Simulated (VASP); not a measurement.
# SbRh under strain, part 3 of 4

How does the pressure of SbRh answer to a change of volume? The bands are shown for each cell. All runs use PBEsol. Left out of this account: 1 further run (self-consistent run: a reference on another mesh). The start is a cell from a database of measured crystal structures.

VASP 6.6.1; PBEsol; plane waves and PAW (Sb, Rh_pv).

Still holding for the runs below: Spin-orbit coupling is off here; with elements this heavy it splits and shifts levels by tenths of an eV or more.

So far, pressure (GPa): step 2 (bands, cell as listed) -0.497; step 3 (cell volume +4.0 %) -6.37; step 4 (cell volume +8.0 %) -11.0.

## 5. Bands, sheared, principal strains -2.2, -0.9, +3.1 %

The cell is sheared at fixed volume, which lowers its symmetry.

Contents of INCAR:

```
SYSTEM = SbRh
PREC = Accurate
ENCUT = 400
EDIFF = 1E-06
NELM = 100
ISMEAR = -1
SIGMA = 0.05
LREAL = .FALSE.
ALGO = Normal
GGA = PS
NBANDS = 61
LASPH = .TRUE.
LORBIT = 11
LWAVE = .FALSE.
LCHARG = .FALSE.
KPAR = 8
```

Contents of POSCAR:

```
SbRh
1.0
    5.8764810000      0.0434540000     -0.0528890000
    0.0281030000      3.8190070000     -0.0234330000
   -0.0560100000     -0.0383710000      6.5003890000
Sb Rh
4 4
Direct
    0.1949000000      0.2500000000      0.5915000000
    0.3051000000      0.7500000000      0.0915000000
    0.6949000000      0.2500000000      0.9085000000
    0.8051000000      0.7500000000      0.4085000000
    0.0053000000      0.2500000000      0.1942000000
    0.4947000000      0.7500000000      0.6942000000
    0.5053000000      0.2500000000      0.3058000000
    0.9947000000      0.7500000000      0.8058000000
```

Contents of KPOINTS:

```
Automatic mesh
0
Gamma
5 8 5
0 0 0
```

Contents of KPOINTS_OPT:

```
Line mode
12
Line-mode
Reciprocal
  0.00000000  -0.50000000   0.00000000 X
  0.00000000   0.00000000   0.00000000 GAMMA

  0.00000000   0.00000000   0.00000000 GAMMA
  0.00000000   0.00000000   0.50000000 Y

  0.00000000  -0.50000000   0.50000000 L
  0.00000000   0.00000000   0.00000000 GAMMA

  0.00000000   0.00000000   0.00000000 GAMMA
 -0.50000000   0.00000000   0.00000000 Z

 -0.50000000  -0.50000000   0.00000000 N
  0.00000000   0.00000000   0.00000000 GAMMA

  0.00000000   0.00000000   0.00000000 GAMMA
 -0.50000000   0.00000000   0.50000000 M

 -0.50000000  -0.50000000   0.50000000 R
  0.00000000   0.00000000   0.00000000 GAMMA
```

Potentials, in the order of the species: Sb and Rh_pv (PBE family, release 64).

Command:

```
> mpirun -np 8 vasp_std
```

Output:

```text
[... set-up lines as in an earlier step ...]
 entering main loop
       N       E                     dE             d eps       ncg     rms          rms(c)
DAV:   1     0.721875145771E+03    0.72188E+03   -0.36691E+04 13994   0.105E+03
DAV:   2    -0.218055546392E+02   -0.74368E+03   -0.70438E+03 13890   0.343E+02
DAV:   3    -0.552513528829E+02   -0.33446E+02   -0.32588E+02 13817   0.763E+01
DAV:   4    -0.557985812144E+02   -0.54723E+00   -0.54621E+00 13693   0.101E+01
DAV:   5    -0.558100135182E+02   -0.11432E-01   -0.11432E-01 14045   0.159E+00    0.176E+01
DAV:   6    -0.550996487285E+02    0.71036E+00   -0.23347E+00 13637   0.928E+00    0.724E+00
DAV:   7    -0.549135907881E+02    0.18606E+00   -0.62334E-01 12924   0.499E+00    0.537E+00
DAV:   8    -0.548039835982E+02    0.10961E+00   -0.34255E-01 13711   0.342E+00    0.421E-01
DAV:   9    -0.548032199208E+02    0.76368E-03   -0.95967E-03 13119   0.708E-01    0.303E-01
DAV:  10    -0.548026977363E+02    0.52218E-03   -0.25004E-03 13821   0.637E-01    0.208E-01
DAV:  11    -0.548022399958E+02    0.45774E-03   -0.12459E-03 13111   0.312E-01    0.281E-02
DAV:  12    -0.548022365232E+02    0.34726E-05   -0.12448E-04 13679   0.577E-02    0.116E-02
DAV:  13    -0.548022364927E+02    0.30437E-07   -0.59984E-06 13260   0.126E-02
   1 F= -.54802236E+02 E0= -.54787665E+02  d E =-.291434E-01
 Start KPOINTS_OPT (optional k-point list driver)
k-point batch [1-84\84]
       N       E                     dE             ncg
DAV:   1     0.287398873870E+05   -0.47211E+05    11648
DAV:   2    -0.338018610535E+05   -0.62542E+05    11769
DAV:   3    -0.365167163522E+05   -0.27149E+04    11592
DAV:   4    -0.365614526491E+05   -0.44736E+02    11472
DAV:   5    -0.365624669722E+05   -0.10143E+01    12276
DAV:   6    -0.365625063418E+05   -0.39370E-01    11649
DAV:   7    -0.365625085281E+05   -0.21863E-02    12100
DAV:   8    -0.365625086537E+05   -0.12553E-03    10278
DAV:   9    -0.365625086592E+05   -0.55307E-05     7303
DAV:  10    -0.365625086600E+05   -0.83397E-06     6483
```

The job ended after 6.2 min (8 MPI ranks of AMD EPYC 7571, shared host; peak memory 6.3 GiB; 39 min of CPU time).

OUTCAR, selected parts (step 5):

```text
   k-points           NKPTS =    101   k-points in BZ     NKDIM =    101   number of bands    NBANDS=     61

   ENCUT  =  400.0 eV  29.40 Ry    5.42 a.u.   9.58  6.23 10.60*2*pi/ulx,y,z

   NELECT =      80.0000    total number of electrons

 E-fermi :  11.1286

 k-point     1 :       0.0000    0.0000    0.0000
  band No.  band energies     occupation
    ...
     36       9.0948      2.00000
     37       9.1607      2.00000
     38       9.4291      2.00000
     39       9.8605      2.00000
     40      10.6640      1.99982
     41      11.7914      0.00000
     42      12.1265      0.00000
     43      13.2187      0.00000
     44      13.5924      0.00000
     45      13.8048      0.00000
    ...

  Total        1.1952975      1.9724143     -2.9996326     -1.3563292      0.8758361      1.5189754
  in kB       13.1296197     21.6657785    -32.9491506    -14.8984566      9.6205304     16.6850261
  external PRESSURE =       0.6154159 kB  Pullay stress =       0.0000000 kB

 POSITION                                       TOTAL-FORCE (eV/Angst)
 -----------------------------------------------------------------------------------
      1.11922      0.94052      3.82881         0.195275     -0.095871     -0.186660
      1.80887      2.87400      0.56107        -0.126118     -0.051276     -0.132087
      4.03971      0.95009      5.86299         0.126118      0.051276      0.132087
      4.72935      2.88357      2.59525        -0.195275      0.095871      0.186660
      0.02729      0.94753      1.25624         0.001294     -0.017305      0.003873
      2.88929      2.85911      4.46883         0.057783     -0.036342     -0.148175
      2.95928      0.96498      1.95524        -0.057783      0.036342      0.148175
      5.82128      2.87656      5.16783        -0.001294      0.017305     -0.003873
 -----------------------------------------------------------------------------------
    total drift:                                0.000000      0.000000      0.000000

  FREE ENERGIE OF THE ION-ELECTRON SYSTEM (eV)
  ---------------------------------------------------
  free  energy   TOTEN  =       -54.8022364927 eV

  energy  without entropy=      -54.7730930619  energy(sigma->0) =      -54.78766478

[... 1 part as in an earlier step ...]

[... 14 further parts left out ...]
```

The path and its labels are those of the sheared lattice, so a letter need not mean the same point as in the unstrained cell.

Numbers from this step:

```
SCF cycles              : 13
irreducible k-points    : 101
symmetry operations     : 2
free energy (TOTEN)     : -54.8022 eV
energy at zero smearing : -54.7877 eV
Fermi energy            : 11.13 eV
pressure                : 0.06154 GPa
```

The electronic bands at the labelled points (eV, zero at the Fermi level; # counts the bands kept, so #1 is VASP's band 17):

```tsv
point	#21	#22	#23	#24	#25	#26	#27	#28
X	-1.67	-1.67	-1.59	-1.59	-0.10	-0.09	1.40	1.52
0.45 of the way	-1.71	-1.10	-1.04	-0.32	0.13	0.65	0.88	1.46
Γ	-1.97	-1.70	-1.27	-0.46	0.66	1.00	2.09	2.46
0.55 of the way	-1.59	-1.54	-0.64	-0.31	0.85	0.94	1.50	1.90
Y	-1.59	-1.56	0.11	0.11	0.49	0.50	1.41	1.47
jump to L	-1.84	-1.81	-1.64	-1.61	0.37	0.38	0.80	0.84
0.55 of the way	-1.35	-1.26	-1.17	-0.29	0.13	0.97	1.48	1.65
Γ	-1.97	-1.70	-1.27	-0.46	0.66	1.00	2.09	2.46
0.45 of the way	-1.78	-1.27	-0.81	-0.42	0.94	1.58	1.90	2.27
Z	-1.62	-1.62	0.13	0.15	1.01	1.03	1.84	1.89
jump to N	-1.46	-1.40	-1.38	-1.37	0.33	0.37	0.39	0.46
0.55 of the way	-1.47	-1.28	-1.03	-0.35	0.26	0.81	1.52	1.63
Γ	-1.97	-1.70	-1.27	-0.46	0.66	1.00	2.09	2.46
0.45 of the way	-1.78	-1.39	-0.35	-0.30	0.74	1.64	1.97	2.02
M	-1.39	-1.29	0.39	0.46	1.48	1.50	2.02	2.15
jump to R	-1.62	-1.58	-1.58	-1.57	1.77	1.79	1.90	1.91
0.55 of the way	-1.39	-1.09	-1.06	-0.21	0.19	0.62	1.15	1.55
Γ	-1.97	-1.70	-1.27	-0.46	0.66	1.00	2.09	2.46
```

Of the projections kept (Sb, Rh), the largest for each band there; the rest of the weight can lie on other orbitals:

```tsv
point	#21	#22	#23	#24	#25	#26	#27	#28
X	Rh 0.96	Rh 0.96	Rh 0.83	Rh 0.85	Rh 0.92	Rh 0.92	Rh 0.65	Rh 0.63
Γ	Rh 0.99	Rh 0.84	Rh 0.89	Rh 0.93	Rh 0.71	Rh 0.76	Sb 0.65	Sb 0.71
Y	Rh 0.79	Rh 0.79	Rh 0.90	Rh 0.90	Rh 0.64	Rh 0.64	Sb 0.52	Sb 0.52
L	Rh 0.95	Rh 0.94	Rh 0.97	Rh 0.97	Rh 0.79	Rh 0.79	Rh 0.77	Rh 0.76
Γ	Rh 0.99	Rh 0.84	Rh 0.89	Rh 0.93	Rh 0.71	Rh 0.76	Sb 0.65	Sb 0.71
Z	Rh 0.99	Rh 0.99	Rh 0.60	Rh 0.62	Rh 0.60	Rh 0.60	Sb 0.52	Sb 0.52
```

Force by atom:

```tsv
atom	x (eV/Å)	y (eV/Å)	z (eV/Å)	size
Sb1	0.195	-0.096	-0.187	0.287
Sb2	-0.126	-0.051	-0.132	0.190
Sb3	0.126	0.051	0.132	0.190
Sb4	-0.195	0.096	0.187	0.287
Rh5	0.001	-0.017	0.004	0.018
Rh6	0.058	-0.036	-0.148	0.163
Rh7	-0.058	0.036	0.148	0.163
Rh8	-0.001	0.017	-0.004	0.018
```

 The pressure is 0.06 GPa, and the symmetry operations fall from 8 to 2.

## 6. Bands, volume times 0.96

The cell is compressed evenly, with fractional positions held.

INCAR is that of step 5.

POSCAR: that of step 5 with these lines changed.

```diff
@@ -2,5 +2,5 @@
 1.0
-    5.8764810000      0.0434540000     -0.0528890000
-    0.0281030000      3.8190070000     -0.0234330000
-   -0.0560100000     -0.0383710000      6.5003890000
+    5.8910901062      0.0000000000      0.0000000000
+    0.0000000000      3.8099030609      0.0000000000
+    0.0000000000      0.0000000000      6.2387273602
 Sb Rh
```

KPOINTS is that of step 5.

Contents of KPOINTS_OPT:

```
Line mode
12
Line-mode
Reciprocal
  0.00000000   0.00000000   0.00000000 GAMMA
  0.00000000  -0.50000000   0.00000000 X

  0.00000000  -0.50000000   0.00000000 X
 -0.50000000  -0.50000000   0.00000000 S

 -0.50000000  -0.50000000   0.00000000 S
 -0.50000000   0.00000000   0.00000000 Y

 -0.50000000   0.00000000   0.00000000 Y
  0.00000000   0.00000000   0.00000000 GAMMA

  0.00000000   0.00000000   0.00000000 GAMMA
  0.00000000   0.00000000  -0.50000000 Z

  0.00000000   0.00000000  -0.50000000 Z
  0.00000000  -0.50000000  -0.50000000 U

  0.00000000  -0.50000000  -0.50000000 U
 -0.50000000  -0.50000000  -0.50000000 R

 -0.50000000  -0.50000000  -0.50000000 R
 -0.50000000   0.00000000  -0.50000000 T

 -0.50000000   0.00000000  -0.50000000 T
  0.00000000   0.00000000  -0.50000000 Z

 -0.50000000   0.00000000   0.00000000 Y
 -0.50000000   0.00000000  -0.50000000 T

  0.00000000  -0.50000000  -0.50000000 U
  0.00000000  -0.50000000   0.00000000 X

 -0.50000000  -0.50000000   0.00000000 S
 -0.50000000  -0.50000000  -0.50000000 R
```

Command:

```
> mpirun -np 8 vasp_std
```

Output:

```text
[... set-up lines as in an earlier step ...]
 entering main loop
       N       E                     dE             d eps       ncg     rms          rms(c)
DAV:   1     0.737579432744E+03    0.73758E+03   -0.36650E+04  6218   0.106E+03
DAV:   2    -0.215957490320E+02   -0.75918E+03   -0.72154E+03  6248   0.349E+02
DAV:   3    -0.552234801882E+02   -0.33628E+02   -0.32817E+02  6190   0.775E+01
DAV:   4    -0.557673090903E+02   -0.54383E+00   -0.54288E+00  6145   0.102E+01
DAV:   5    -0.557788933704E+02   -0.11584E-01   -0.11584E-01  6222   0.161E+00    0.194E+01
DAV:   6    -0.550570196800E+02    0.72187E+00   -0.22522E+00  6075   0.928E+00    0.806E+00
DAV:   7    -0.548696060642E+02    0.18741E+00   -0.59078E-01  5744   0.488E+00    0.567E+00
DAV:   8    -0.547639553917E+02    0.10565E+00   -0.31689E-01  6114   0.334E+00    0.380E-01
DAV:   9    -0.547631020543E+02    0.85334E-03   -0.81485E-03  5871   0.391E-01    0.229E-01
DAV:  10    -0.547626045896E+02    0.49746E-03   -0.14400E-03  6028   0.209E-01    0.330E-02
DAV:  11    -0.547625919290E+02    0.12661E-04   -0.11072E-04  5983   0.576E-02    0.140E-02
DAV:  12    -0.547625938444E+02   -0.19154E-05   -0.10784E-05  6024   0.185E-02    0.865E-03
DAV:  13    -0.547625925647E+02    0.12797E-05   -0.14336E-06  3500   0.742E-03    0.308E-03
DAV:  14    -0.547625922354E+02    0.32935E-06   -0.13769E-07  3250   0.218E-03
   1 F= -.54762592E+02 E0= -.54750098E+02  d E =-.249888E-01
 Start KPOINTS_OPT (optional k-point list driver)
k-point batch [1-45\144]
       N       E                     dE             ncg
DAV:   1     0.162169524510E+05   -0.46870E+05     6242
DAV:   2    -0.177406912529E+05   -0.33958E+05     6240
DAV:   3    -0.192160659046E+05   -0.14754E+04     6256
DAV:   4    -0.192396364713E+05   -0.23571E+02     6150
DAV:   5    -0.192401825919E+05   -0.54612E+00     6504
DAV:   6    -0.192402040560E+05   -0.21464E-01     6219
DAV:   7    -0.192402052727E+05   -0.12167E-02     6302
DAV:   8    -0.192402053458E+05   -0.73044E-04     5630
DAV:   9    -0.192402053485E+05   -0.27345E-05     3875
DAV:  10    -0.192402053489E+05   -0.37770E-06     3373
[...]
k-point batch [136-144\144]
       N       E                     dE             ncg
DAV:   1     0.579827025093E+05   -0.17288E+05     1258
DAV:   2     0.512537988174E+05   -0.67289E+04     1228
DAV:   3     0.509618382650E+05   -0.29196E+03     1244
DAV:   4     0.509574981732E+05   -0.43401E+01     1173
DAV:   5     0.509573895176E+05   -0.10866E+00     1307
DAV:   6     0.509573853326E+05   -0.41849E-02     1197
DAV:   7     0.509573850974E+05   -0.23524E-03     1257
DAV:   8     0.509573850821E+05   -0.15227E-04     1016
DAV:   9     0.509573850815E+05   -0.64720E-06      744
```

Wall time 4.2 min (8 MPI ranks); peak memory 3.7 GiB.

Parts of OUTCAR (step 6):

```text
   ENCUT  =  400.0 eV  29.40 Ry    5.42 a.u.   9.61  6.21 10.17*2*pi/ulx,y,z

   NELECT =      80.0000    total number of electrons

 E-fermi :  11.8420

 k-point     1 :       0.0000    0.0000    0.0000
  band No.  band energies     occupation
    ...
     36       9.7342      2.00000
     37       9.7962      2.00000
     38       9.8820      2.00000
     39      10.4992      2.00000
     40      11.2288      1.99999
     41      12.6705      0.00000
     42      12.8573      0.00000
     43      13.9822      0.00000
     44      14.3450      0.00000
     45      14.4538      0.00000
    ...

  Total        6.2876430      6.2407489      5.7956791     -0.0000000      0.0000000      0.0000000
  in kB       71.9437148     71.4071493     66.3146242     -0.0000000      0.0000000      0.0000000
  external PRESSURE =      69.8884961 kB  Pullay stress =       0.0000000 kB

 POSITION                                       TOTAL-FORCE (eV/Angst)
 -----------------------------------------------------------------------------------
      1.14817      0.95248      3.69021        -0.008945      0.000000      0.071121
      1.79737      2.85743      0.57084         0.008945      0.000000      0.071121
      4.09372      0.95248      5.66788        -0.008945      0.000000     -0.071121
      4.74292      2.85743      2.54852         0.008945      0.000000     -0.071121
      0.03122      0.95248      1.21156         0.165522     -0.000000     -0.176524
      2.91432      2.85743      4.33092        -0.165522      0.000000     -0.176524
      2.97677      0.95248      1.90780         0.165522      0.000000      0.176524
      5.85987      2.85743      5.02717        -0.165522     -0.000000      0.176524
 -----------------------------------------------------------------------------------
    total drift:                                0.000000      0.000000      0.000000

  FREE ENERGIE OF THE ION-ELECTRON SYSTEM (eV)
  ---------------------------------------------------
  free  energy   TOTEN  =       -54.7625922354 eV

  energy  without entropy=      -54.7376033901  energy(sigma->0) =      -54.75009781

[... 5 parts as in an earlier step ...]

[... 11 further parts left out ...]
```

Numbers from this step:

```
SCF cycles              : 14
irreducible k-points    : 45
symmetry operations     : 8
free energy (TOTEN)     : -54.7626 eV
energy at zero smearing : -54.7501 eV
Fermi energy            : 11.84 eV
pressure                : 6.989 GPa
```

Electronic bands along the path, in eV, zero at the Fermi level; # counts the bands kept, so #1 is VASP's band 17:

```tsv
point	#21	#22	#23	#24	#25	#26	#27	#28
Γ	-2.05	-1.96	-1.34	-0.61	0.83	1.02	2.14	2.50
0.55 of the way	-1.85	-1.15	-1.14	-0.36	0.14	0.81	0.89	1.59
X	-1.84	-1.84	-1.61	-1.61	-0.05	-0.05	1.65	1.65
0.45 of the way	-1.89	-1.89	-1.58	-1.58	0.13	0.13	1.13	1.13
S	-1.53	-1.53	-1.53	-1.53	0.53	0.53	0.53	0.53
0.45 of the way	-1.31	-1.31	-0.98	-0.98	0.60	0.60	1.21	1.21
Y	-1.76	-1.76	-0.01	-0.01	0.86	0.86	2.00	2.00
0.45 of the way	-1.88	-1.43	-0.74	-0.54	1.05	1.68	1.84	2.28
Γ	-2.05	-1.96	-1.34	-0.61	0.83	1.02	2.14	2.50
0.45 of the way	-1.60	-1.60	-0.96	-0.47	0.94	1.06	1.73	2.12
Z	-1.60	-1.60	0.13	0.13	0.50	0.50	1.53	1.53
0.45 of the way	-1.47	-1.47	-0.63	-0.63	0.36	0.36	1.93	1.93
U	-1.90	-1.90	-1.77	-1.77	0.46	0.46	0.91	0.91
0.55 of the way	-1.83	-1.83	-1.72	-1.72	1.10	1.10	1.44	1.44
R	-1.72	-1.72	-1.72	-1.72	2.05	2.05	2.05	2.05
0.45 of the way	-1.14	-1.14	-0.70	-0.70	0.41	0.41	1.25	1.25
T	-1.28	-1.28	0.37	0.37	1.53	1.53	2.00	2.00
0.45 of the way	-1.44	-1.44	0.07	0.07	1.07	1.07	1.69	1.69
Z	-1.60	-1.60	0.13	0.13	0.50	0.50	1.53	1.53
jump to Y	-1.76	-1.76	-0.01	-0.01	0.86	0.86	2.00	2.00
0.45 of the way	-1.67	-1.67	0.23	0.23	1.22	1.22	1.66	1.66
T	-1.28	-1.28	0.37	0.37	1.53	1.53	2.00	2.00
jump to U	-1.90	-1.90	-1.77	-1.77	0.46	0.46	0.91	0.91
0.45 of the way	-1.94	-1.94	-1.75	-1.75	0.07	0.07	1.21	1.21
X	-1.84	-1.84	-1.61	-1.61	-0.05	-0.05	1.65	1.65
jump to S	-1.53	-1.53	-1.53	-1.53	0.53	0.53	0.53	0.53
```

Of the projections kept (Sb, Rh), the largest for each band there; the rest of the weight can lie on other orbitals:

```tsv
point	#21	#22	#23	#24	#25	#26	#27	#28
Γ	Rh 0.99	Rh 0.94	Rh 0.89	Rh 0.93	Rh 0.69	Rh 0.77	Sb 0.67	Sb 0.72
X	Rh 0.97	Rh 0.97	Rh 0.82	Rh 0.82	Rh 0.91	Rh 0.91	Rh 0.63	Rh 0.63
S	Rh 0.93	Rh 0.93	Rh 0.93	Rh 0.93	Rh 0.80	Rh 0.80	Rh 0.80	Rh 0.80
Y	Rh 0.99	Rh 0.99	Rh 0.62	Rh 0.62	Rh 0.62	Rh 0.62	Sb 0.52	Sb 0.52
Γ	Rh 0.99	Rh 0.94	Rh 0.89	Rh 0.93	Rh 0.69	Rh 0.77	Sb 0.67	Sb 0.72
Z	Rh 0.76	Rh 0.76	Rh 0.88	Rh 0.88	Rh 0.65	Rh 0.65	Sb 0.52	Sb 0.52
```

Force by atom:

```tsv
atom	x (eV/Å)	y (eV/Å)	z (eV/Å)	size
Sb1	-0.009	0.000	0.071	0.072
Sb2	0.009	0.000	0.071	0.072
Sb3	-0.009	0.000	-0.071	0.072
Sb4	0.009	0.000	-0.071	0.072
Rh5	0.166	0.000	-0.177	0.242
Rh6	-0.166	0.000	-0.177	0.242
Rh7	0.166	0.000	0.177	0.242
Rh8	-0.166	0.000	0.177	0.242
```

 The pressure is 6.99 GPa.

For the pressure, step 2 gave -0.497 GPa; this run, with cell volume -4.0 %, gives 6.99 GPa.

(Continued in part 4 of 4.)

[Lines on the potential files, build, host, timing and source positions are cut from VASP's logs without a mark.]

[Logs are printed without paths, hosts, clocks, repeated set-up lines and the standing remarks that a program may print on its own settings, such as how far it seeks lower states.]

[Hosts, paths, dates, database ids (printed as entryN), source tags and the programs' standing remarks are cut or masked in the printed files.]

[A measured line is paired with the nearest computed mode of its activity, which favours agreement.]
